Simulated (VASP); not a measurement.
Ti:

```
Ti
1.0
     2.95000    0.00000    0.00000
    -1.47500    2.55477    0.00000
     0.00000    0.00000    4.68000
Ti
2
Direct
  0.33333 0.66667 0.25000
  0.66667 0.33333 0.75000
```

- Program: VASP 6.6.1
- Task: relaxation of cell and atoms
- Functional: LDA
- Potentials or basis: VASP PAW LDA potentials, release 64 (Ti_sv)
- Cutoff: 520 eV
- k mesh: 18 × 18 × 10
- Occupations: gaussian, width 0.1 eV
- Spin: no spin polarisation

At the start: pressure -9.9 GPa; volume 17.64 Å³/atom.

Where does the relaxation end?

Over 10 steps the energy falls by 51.3 meV/atom and the volume is 16.08 Å³/atom (-8.8 %); space group P6_3/mmc (No. 194, to 0.05 Å).

The path:
| step | energy change (eV) | largest force (eV/Å) | pressure (GPa) | volume (Å³) |
| --- | --- | --- | --- | --- |
| 1 | 0.0000 | 0.0000 | -9.90 | 35.27 |
| 2 | -0.0383 | 0.0000 | 9.69 | 29.99 |
| 3 | -0.0970 | 0.0000 | -0.03 | 32.20 |
| 4 | -0.0971 | 0.0000 | 0.04 | 32.15 |
| 5 | -0.1026 | 0.0000 | 0.02 | 32.16 |
| 6 | -0.1026 | 0.0000 | 0.05 | 32.16 |
| 7 | -0.1026 | 0.0000 | -0.06 | 32.18 |
| 8 | -0.1026 | 0.0000 | -0.03 | 32.17 |
| 9 | -0.1026 | 0.0000 | -0.03 | 32.17 |
| 10 | -0.1026 | 0.0000 | -0.01 | 32.17 |

Final structure:
```yaml
crystal:
  lattice:
    - [2.86253, 0.00000, 0.00000]
    - [-1.43126, 2.47902, 0.00000]
    - [0.00000, 0.00000, 4.53282]
  atoms:
    - { symbol: Ti, position: [0.33333, 0.66667, 0.25000] }
    - { symbol: Ti, position: [0.66667, 0.33333, 0.75000] }
```
